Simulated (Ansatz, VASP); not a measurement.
# TiC in two plane-wave programs

Wanted: the spread between two codes on one cell, functional and k mesh. The cell is taken from a series of runs on this material, whose earlier steps may have relaxed, scaled, displaced or heated it; both programs get it as it stands.

Program: Ansatz 0.2.0. Level of theory: plane waves, with VASP 6.6.1 beside it; elastic constants at LDA. Results are calculated unless marked as measured.

### Step 1. Starting point

The structure is cubic, space group Fm-3m (No. 225). The conventional cell has a = 4.261 Å, b = 4.261 Å, c = 4.261 Å, α = 90.00°, β = 90.00°, γ = 90.00°. Nearest to Ti lie 6 C at 2.13 Å. C has 6 Ti at 2.13 Å nearest. Farther neighbours are not listed.

### Step 2. Ansatz: elastic constants, LDA

Ansatz runs on its default PAW (the set named soft_2) files.

Elastic constants are differences of stresses under small strains, so they test the stress and the mesh.

input.yaml reads:

```yaml
crystal:
  lattice:
    - [0.0, 2.1303837994, 2.1303837994]
    - [2.1303837994, 0.0, 2.1303837994]
    - [2.1303837994, 2.1303837994, 0.0]
  atoms:
    - { symbol: Ti, position: [0.5, 0.5, 0.5] }
    - { symbol: C, position: [0.0, 0.0, 0.0] }
kpoints:
  mp_grid: { grid: [30, 30, 30] }
hamiltonian:
  xc: lda
scf:
  occupations: { method: methfessel_paxton, width: 0.25 }
output:
  forces: true
  stress: true
  eigenvalues: true
elastic:
  mode: relaxed_ion
  stencil: two_point
  amplitude: 0.01
```

Run with:

```bash
$ ansatz run input.yaml --threads 4 --pin off --max-ram 16384MiB --backend cpu --events-out ev --progress --plain --runs-dir out
```

Numbers of over 12 decimals in the logs are rounded to 6 here.

What it wrote:

```text
Engine: ansatz 0.2.0, x86_64-unknown-linux-gnu
Pseudopotentials: kind: paw
Pseudopotential: Ti, paw, valence charge 12, recommended cutoff 420 eV (normal), Ti.paw.azcp
Pseudopotential: C, paw, valence charge 4, recommended cutoff 420 eV (normal), C.paw.azcp
Functional definition: SPW92
  exchange = slater_x
  correlation = pw_c
Crystal: 2 atoms, lattice volume = 19.338 Å³
Basis set: ecut = 420 eV, 339 PW (Γ)
Bands: 12, of which v1, the nominal top of the filled ones, is band 8 counted from 1 (7 counted from 0)
Symmetry: 48 space group operations
Space group: Fm-3m (ITA 225), of the structure as read, at distance tolerance 2.7e-5 Å
k-points: 752 of 27000
Non-local potential: Ti, projectors of the file, l = 0: 3, l = 1: 2, l = 2: 3, l = 3: 1
Non-local potential: C, projectors of the file, l = 0: 2, l = 1: 2, l = 2: 1
PAW form: soft (Blöchl's): semilocal exchange-correlation on the pseudo side does not see the compensation charge
PAW frozen core: Ti, regenerated for the run's functional, and the local potential with it (the file was generated under x = pbe(κ = 0.804, μ = 0.219515), c = pbe(β = 0.066725))
PAW frozen core: C, regenerated for the run's functional, and the local potential with it (the file was generated under x = pbe(κ = 0.804, μ = 0.219515), c = pbe(β = 0.066725))
PAW one-centre angular grid: Ti, 590 points (default); XC on 64 Gauss nodes
PAW one-centre angular grid: C, 110 points (default); XC on 64 Gauss nodes
Initial density: superposition of atomic densities (neutral atoms: chi_scale 0, normalization atom), corrected by the library's trained network
Initial wavefunctions: pseudopotential atomic-orbital guess
Functional: x = slater, c = lda
SCF iter   1: F=—  HF=-2695.181586 eV  |F-HF|=—  |Δ(HF+E_count)|=         —  Δρ=1.02e-2  dr2=2.40e-2  ethr=1.77e-3  ⟨swp⟩=4.4  Hψ=43218  notcnv=0
preconditioner: auto → none  [metal: Δε(μ)=0.011 eV  Ē_g=8.071 eV  σ=0.250 eV  W_gap=0.04  n_scr=8 (ndim 8)  ℏωp=23.9 eV  f_vac=0.000  D(μ)=0.29/eV (n_scr^D=0)  sad-step TF]
SCF iter   2: F=—  HF=-2695.179105 eV  |F-HF|=—  |Δ(HF+E_count)|=   2.48e-3  S|Δr|=    0.00e0  Δρ=7.41e-3  dr2=1.37e-2  ethr=1.50e-4  ⟨swp⟩=1.0  Hψ=15040  notcnv=0
SCF iter   3: F=—  HF=-2695.176575 eV  |F-HF|=—  |Δ(HF+E_count)|=   2.53e-3  S|Δr|=    0.00e0  Δρ=7.67e-4  dr2=5.53e-5  ethr=8.54e-5  ⟨swp⟩=2.1  Hψ=10292  notcnv=0
SCF iter   4: F=—  HF=-2695.176534 eV  |F-HF|=—  |Δ(HF+E_count)|=   4.13e-5  S|Δr|=    0.00e0  Δρ=1.72e-4  dr2=1.20e-6  ethr=3.45e-7  ⟨swp⟩=2.0  Hψ=15057  notcnv=0
SCF iter   5: F=—  HF=-2695.176533 eV  |F-HF|=—  |Δ(HF+E_count)|=   5.60e-7  S|Δr|=    0.00e0  Δρ=1.72e-5  dr2=1.80e-8  ethr=7.51e-9  ⟨swp⟩=2.4  Hψ=14584  notcnv=0
SCF iter   6: F=—  HF=-2695.176533 eV  |F-HF|=—  |Δ(HF+E_count)|=  2.94e-10  S|Δr|=    0.00e0  Δρ=7.06e-7  dr2=2.06e-11  ethr=1.12e-10  ⟨swp⟩=2.0  Hψ=10097  notcnv=0
SCF iter   7: F=—  HF=-2695.176533 eV  |F-HF|=—  |Δ(HF+E_count)|=  1.00e-11  S|Δr|=    0.00e0  Δρ=5.12e-8  dr2=4.28e-13  ethr=1.29e-13 (applied; sched 1.00e-12)  ⟨swp⟩=2.0  Hψ=14606  notcnv=0
SCF iter   8: F=-2695.176533 eV  HF=-2695.176533 eV  |F-HF|=0.00e0  |Δ(HF+E_count)|=  9.09e-13  S|Δr|=    0.00e0  Δρ=4.36e-9  dr2=2.49e-15  ethr=1.00e-12  ⟨swp⟩=4.0  Hψ=26376  notcnv=0
the search or the solves at the SCF's close seem to have found levels that the self-consistency loop had missed (the run counts 1). By its estimate they hold under 1e-12 electrons; where the run keeps them, the occupations were computed again with them
SCF 1 converged in 8 iterations: F = -2695.176533 eV  dr2 = 2.49e-15
  greatest PAW one-centre occupation: 0.999 electrons in one spin orbital (limit 2), on the Ti atom at site 0 (counted from 0), in its partial waves of l = 0
Crystal: 2 atoms, lattice volume = 19.144 Å³
Symmetry: 16 space group operations
k-points: 1992 of 27000
Initial density: handed on by an earlier stage of this run
Initial wavefunctions: those handed on with the density
iter 1 solved again at ethr=1.46e-5 eV; its pass at ethr=3.10e-3 eV (dr2=2.34e-3 eV) is discarded
SCF iter   1: F=—  HF=-2695.173531 eV  |F-HF|=—  |Δ(HF+E_count)|=         —  Δρ=3.43e-3  dr2=2.35e-3  ethr=1.46e-5  ⟨swp⟩=1.3  Hψ=158341  notcnv=0
preconditioner: auto → none  [metal: Δε(μ)=0.013 eV  Ē_g=8.205 eV  σ=0.250 eV  W_gap=0.04  n_scr=8 (ndim 8)  ℏωp=24.0 eV  f_vac=0.000  D(μ)=0.28/eV (n_scr^D=0)]
[...]
SCF 2 converged in 7 iterations: F = -2695.172853 eV  dr2 = 1.98e-14
Crystal: 2 atoms, lattice volume = 19.531 Å³
Basis set: ecut = 420 eV, 363 PW (Γ)
[...]
preconditioner: auto → none  [metal: Δε(μ)=0.005 eV  Ē_g=8.057 eV  σ=0.250 eV  W_gap=0.02  n_scr=8 (ndim 8)  ℏωp=23.8 eV  f_vac=0.000  D(μ)=0.28/eV (n_scr^D=0)]
[...]
SCF 3 converged in 6 iterations: F = -2695.173103 eV  dr2 = 2.21e-14
Crystal: 2 atoms, lattice volume = 19.337 Å³
Basis set: ecut = 420 eV, 343 PW (Γ)
Symmetry: 8 space group operations
k-points: 3736 of 27000
[...]
preconditioner: auto → none  [metal: Δε(μ)=0.001 eV  Ē_g=8.124 eV  σ=0.250 eV  W_gap=0.00  n_scr=8 (ndim 8)  ℏωp=23.9 eV  f_vac=0.000  D(μ)=0.28/eV (n_scr^D=0)]
[...]
SCF iter   5: F=—  HF=-2695.175458 eV  |F-HF|=—  |Δ(HF+E_count)|=  1.27e-10  S|Δr|=    0.00e0  Δρ=3.95e-7  dr2=1.56e-11  ethr=3.00e-12  ⟨swp⟩=2.6  Hψ=71978  notcnv=0
SCF iter   6: F=—  HF=-2695.175458 eV  |F-HF|=—  |Δ(HF+E_count)|=  5.46e-12  S|Δr|=    0.00e0  Δρ=7.93e-8  dr2=2.60e-13  ethr=9.72e-14 (applied; sched 1.00e-12)  ⟨swp⟩=2.0  Hψ=71950  notcnv=0
SCF iter   7: F=-2695.175458 eV  HF=-2695.175458 eV  |F-HF|=1.36e-12  |Δ(HF+E_count)|=  4.55e-13  S|Δr|=    0.00e0  Δρ=5.94e-9  dr2=2.96e-15  ethr=1.00e-12  ⟨swp⟩=3.8  Hψ=125393  notcnv=0
SCF 4 converged in 7 iterations: F = -2695.175458 eV  dr2 = 2.96e-15
iter 1 solved again at ethr=5.49e-9 eV; its pass at ethr=3.10e-3 eV (dr2=8.78e-7 eV) is discarded
SCF iter   1: F=—  HF=-2695.175457 eV  |F-HF|=—  |Δ(HF+E_count)|=         —  Δρ=1.38e-4  dr2=7.46e-7  ethr=5.49e-9  ⟨swp⟩=2.0  Hψ=276254  notcnv=0
preconditioner: auto → none  [metal: Δε(μ)=0.001 eV  Ē_g=8.123 eV  σ=0.250 eV  W_gap=0.00  n_scr=8 (ndim 8)  ℏωp=23.9 eV  f_vac=0.000  D(μ)=0.28/eV (n_scr^D=0)]
SCF iter   2: F=—  HF=-2695.175458 eV  |F-HF|=—  |Δ(HF+E_count)|=   8.91e-7  S|Δr|=    0.00e0  Δρ=6.69e-5  dr2=1.17e-7  ethr=4.66e-9  ⟨swp⟩=1.4  Hψ=46437  notcnv=0
SCF iter   3: F=—  HF=-2695.175458 eV  |F-HF|=—  |Δ(HF+E_count)|=   3.07e-7  S|Δr|=    0.00e0  Δρ=6.96e-6  dr2=1.06e-9  ethr=7.30e-10  ⟨swp⟩=1.6  Hψ=48175  notcnv=0
SCF iter   4: F=—  HF=-2695.175458 eV  |F-HF|=—  |Δ(HF+E_count)|=   3.44e-9  S|Δr|=    0.00e0  Δρ=4.73e-7  dr2=2.06e-11  ethr=6.63e-12  ⟨swp⟩=2.3  Hψ=57989  notcnv=0
SCF iter   5: F=—  HF=-2695.175458 eV  |F-HF|=—  |Δ(HF+E_count)|=  3.18e-12  S|Δr|=    0.00e0  Δρ=1.09e-7  dr2=4.00e-13  ethr=1.29e-13 (applied; sched 1.00e-12)  ⟨swp⟩=2.5  Hψ=72768  notcnv=0
SCF iter   6: F=-2695.175458 eV  HF=-2695.175458 eV  |F-HF|=4.55e-13  |Δ(HF+E_count)|=  1.36e-12  S|Δr|=    0.00e0  Δρ=9.14e-9  dr2=1.88e-15  ethr=1.00e-12  ⟨swp⟩=3.8  Hψ=125071  notcnv=0
SCF 5 converged in 6 iterations: F = -2695.175458 eV  dr2 = 1.88e-15
SCF converged after 8 iterations
Stability not checked: this state was not tested for a lower state beside it, because cold or Methfessel-Paxton smearing, or corrected tetrahedra, fill the levels in a way that the test cannot read (fill_not_monotonic; see scf.lower_state_search)
Free energy (F): -2695.176533 eV
Harris-Foulkes:  -2695.176533 eV  (|F-HF|=0.00e0)
Internal energy: -2695.176990 eV  (E = F + TS)
E sigma→0 (E₀):  -2695.176647 eV
Entropy (-TS):   0.000457 eV (0.228 meV/atom)
Fermi energy:    15.236506 eV
--- Per-component energies (eV) ---
  E_band       = -98.717669
  E_kinetic    = 364.956135
  E_local      = -750.534624  (includes V_loc(G=0)·N_el)
  E_nonlocal   = 37.159156
  E_hartree    = 305.799711
  E_xc         = -147.113190
  E_vxc        = -184.551129  (∫ρ·V_xc dr)
  E_paw        = -1089.460129  (= ΣΔE_a)
  E_vpaw       = -177.346731  (= ΣTr[D̂ρ^β])
  E_aug_tail   = 0.000102  (compensation charges beyond the density's cutoff)
  E_ewald      = -1416.372933
  E_core_change = 0.388783  (= ΣΔE_core)
  E_smearing   = 0.000457  (= −TS)
  E_closure    = -0.000000  (closes the sum)
  Σ components = -2695.176533   (vs F -2695.176533, Δ=0.00e0)
--- Forces (eV/Å), atoms counted from 1 ---
  atom   1  Ti     0.00000000    -0.00000000    -0.00000000
  atom   2  C     -0.00000000     0.00000000    -0.00000000
  max |Σ_I F_I| component: 3.48e-29 eV/Å
--- Stress (GPa, compression-positive) ---
       -0.001320       0.000000       0.000000
       -0.000000      -0.001320      -0.000000
        0.000000      -0.000000      -0.001320
  P = ⅓ Tr σ = -0.0013 GPa (-0.013 kbar)
--- Band table (eV; the first three rows and the last of 752) ---
  k-point 0: bands = [... 4 lower, 2.7890, 15.8921, 15.8921, 15.8921, 16.9916, 16.9916, 16.9916, 17.0686]
  k-point 1: bands = [... 4 lower, 2.8162, 15.7451, 15.8626, 15.8626, 16.5437, 16.5437, 17.0798, 17.5851]
  k-point 2: bands = [... 4 lower, 2.8974, 15.3928, 15.6634, 15.6634, 16.2791, 16.2791, 17.2640, 18.1669]
  k-point 751: bands = [... 4 lower, 5.7789, 11.9833, 12.0873, 12.4520, 17.9898, 18.3313, 18.9732, 20.7061]
--- Elastic constants: 2 strain directions × 2 members + reference (group order 48) ---
  dense FFT box of the reference and of every strained cell: 24×24×24
  strains applied: 11, 23; error gains: componentwise 1.00 (the most a stress slope's error grows in a printed constant), spectral 1.73 (1 for all six strains in a standard setting)
  C = ∂σ_k/∂η_j (tension-positive GPa; Voigt order 11 22 33 23 13 12):
       589.339    129.030    129.030     -0.000     -0.000      0.000
       129.030    589.339    129.030     -0.000     -0.000     -0.000
       129.030    129.030    589.339     -0.000     -0.000      0.000
         0.000     -0.000      0.000    177.978      0.000     -0.000
        -0.000      0.000      0.000     -0.000    177.978      0.000
        -0.000     -0.000     -0.000     -0.000      0.000    177.978
  reference stress σ⁰ (GPa):      0.001      0.001      0.001      0.000     -0.000      0.000
  C* (energy form; C + prestress term) asymmetry max|C*_kj − C*_jk| = 8.527e-14 GPa — a small one proves nothing (zero by symmetry where the batch's group is 432, −43m or m−3m); a large one is finite-difference/SCF noise where every solve meets its electron count
  moduli (Voigt/Reuss/Hill, GPa): K = 282.47/282.47/282.47   G = 198.85/195.73/197.29   E = 480.09   ν = 0.217
  mechanically stable: yes (min eigenvalue of sym C = 177.98 GPa)
  strain η (Voigt 11):  stress-route row diagonal C_11 = 589.34 GPa, energy-path curvature d²(F+E_count+ΔE)/dδ²/Ω₀ = 588.92 GPa
         δ    σ_11 (GPa)             F (eV)   n_scf  n_hpsi   n_pw
    -1.000e-2      -6.2128       -2695.1728529       7  426356    388   relax 0 steps, max|allowed force component| 6.36e-30 eV/Å
     1.000e-2       5.5740       -2695.1731031       6  363373    392   relax 0 steps, max|allowed force component| 7.99e-30 eV/Å
  strain η (Voigt 23):  stress-route row diagonal C_44 = 177.98 GPa, energy-path curvature d²(F+E_count+ΔE)/dδ²/Ω₀ = 177.94 GPa
         δ    σ_23 (GPa)             F (eV)   n_scf  n_hpsi   n_pw
    -1.000e-2      -1.7798       -2695.1754580       7  774834    389   relax 0 steps, max|allowed force component| 5.13e-29 eV/Å
     1.000e-2       1.7798       -2695.1754580       6  675130    389   relax 0 steps, max|allowed force component| 6.41e-30 eV/Å
```

In the SCF lines HF is the Harris–Foulkes energy and dr2 the Hartree energy of the density residual, in eV; the loop may stop once dr2 is under the threshold and the program's other checks hold. Hψ counts applications of the Hamiltonian.

(Part 1 of 2 ends here.)

[Lines on the potential files, build, host, timing and source positions are cut from VASP's logs without a mark.]

[Logs are printed without paths, hosts, clocks, repeated set-up lines and the standing remarks that a program may print on its own settings, such as how far it seeks lower states.]

[Hosts, paths, dates, database ids (printed as entryN), source tags and the programs' standing remarks are cut or masked in the printed files.]
